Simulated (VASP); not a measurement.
GeB2C2:

```
Ge B C
1.0
     2.75413    0.00000    0.00000
    -0.00016    4.67499    0.00000
    -0.05643   -0.35601    5.45877
Ge B C
1 2 2
Cartesian
  2.6841 0.0314 0.9063
  1.3079 0.6191 2.7530
  2.6845 2.9121 2.5193
  2.6850 1.3644 2.5974
  1.3074 3.7200 2.5352
```

The cell was built by a generator and needn't be a form met in nature.

Base run:

* Program: VASP 6.6.1
* Functional: PBE
* Potentials or basis: VASP PAW PBE potentials, release 64 (Ge_d, B, C)
* Cutoff: 520 eV
* k mesh: 8 × 4 × 4
* Occupations: gaussian, width 0.02 eV
* Spin: no spin polarisation

Its results: band gap on the k mesh 0.17 eV, indirect (least direct gap 1.24 eV); pressure 0.1 GPa; largest force 0.033 eV/Å.

Q: The run is repeated on the same cell with these changes: functional from PBE to HSE06; further incar settings from ALGO = Fast; EDIFF = 1e-07; NBANDS = 22 to ALGO = Normal; EDIFF = 1e-05; NBANDS = 22. What comes out?

A: Band gap on the k mesh 0.56 eV, indirect (least direct gap 1.73 eV); pressure -2.2 GPa; largest force 0.283 eV/Å.

Caveats: the PAW data sets were made with another functional, which shifts forces and pressure a little (some runs).

A k mesh can miss the band edges.
